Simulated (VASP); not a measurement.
Consider the following.

```xyz
2
Lattice="0.0000 3.3911 3.3911 3.3911 0.0000 3.3911 3.3911 3.3911 0.0000" Properties=species:S:1:pos:R:3 pbc="T T T"
Te     3.3911     3.3911     3.3911
Pb     0.0000     0.0000     0.0000
```

These are RPBE GGA, VASP's PBE PAW potentials (set 64) (plane waves; VASP) values and carry that method's errors. Run with 520 eV cut-off, 7×7×7 Γ-centred mesh, Gaussian smearing of 0.050 eV, potentials Te Pb_d.

Give the stress tensor in GPa (positive for a compressed cell).

```
-1.74   0.00   0.00
 0.00  -1.74   0.00
 0.00   0.00  -1.74
```
The pressure is its mean diagonal, -1.74 GPa.

The compound is PbTe in the rock salt structure. This cell is one point of a volume scan, at 1.06 of the reference volume.
